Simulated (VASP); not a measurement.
An input for Quantum ESPRESSO's pw.x (written as the equivalent of a VASP run, and not itself run):

```
&CONTROL
  calculation = 'vc-relax'
  pseudo_dir = './pseudo'
  outdir = './out'
  tprnfor = .true.
  tstress = .true.
  nstep = 60
  forc_conv_thr = 0.00039
/
&SYSTEM
  ibrav = 0
  nat = 2
  ntyp = 2
  ecutwfc = 84
  occupations = 'smearing'
  smearing = 'methfessel-paxton'
  degauss = 0.00735
  input_dft = 'pbesol'
/
&ELECTRONS
  conv_thr = 7.3e-08
  electron_maxstep = 100
/
&IONS
/
&CELL
/
ATOMIC_SPECIES
  Ti 47.867 Ti.upf
  Te 127.600 Te.upf
CELL_PARAMETERS angstrom
     3.8740000    0.0000000    0.0000000
     0.0000000    3.8740000    0.0000000
     0.0000000    0.0000000    3.8740000
ATOMIC_POSITIONS crystal
  Ti   0.0000000  0.0000000  0.0000000
  Te   0.5000000  0.5000000  0.5000000
K_POINTS automatic
  9 9 9 0 0 0
```

Problem. Write the VASP files for the same calculation (PBEsol).

Solution. Several could match; the one computed here: 
### KPOINTS
```
Automatic mesh
0
Gamma
9 9 9
0 0 0
```

### INCAR
```
SYSTEM = TiTe
PREC = Accurate; ENCUT = 400; LREAL = F
LASPH = T
EDIFF = 1E-6; NELM = 100; ALGO = Normal
LMAXMIX = 4
ISMEAR = 1; SIGMA = 0.1
GGA = PS
IBRION = 2; NSW = 60; ISIF = 3
EDIFFG = -0.01
LWAVE = F; LCHARG = F
```

### POSCAR
```
TiTe
1
    3.8740000000     0.0000000000     0.0000000000
    0.0000000000     3.8740000000     0.0000000000
    0.0000000000     0.0000000000     3.8740000000
Ti Te
1 1
Direct
  0.0000000000   0.0000000000   0.0000000000
  0.5000000000   0.5000000000   0.5000000000
```

POTCAR, in this order: Ti_sv Te (PBE.64 set). Program: vasp_std.

What does not carry over: the potentials are each code's own (VASP's PAW set, PseudoDojo norm-conserving files in pw.x), so ENCUT and ecutwfc are chosen apart and not converted; conv_thr bounds pw.x's estimated SCF error, while EDIFF bounds the energy change between steps; forc_conv_thr acts on force components and is met together with etot_conv_thr.

The structure was generated: TiTe was put into the CsCl type type (Pm-3m), which need not be its known phase. This run relaxes it. Symmetry was kept, so distortions that lower it aren't found.
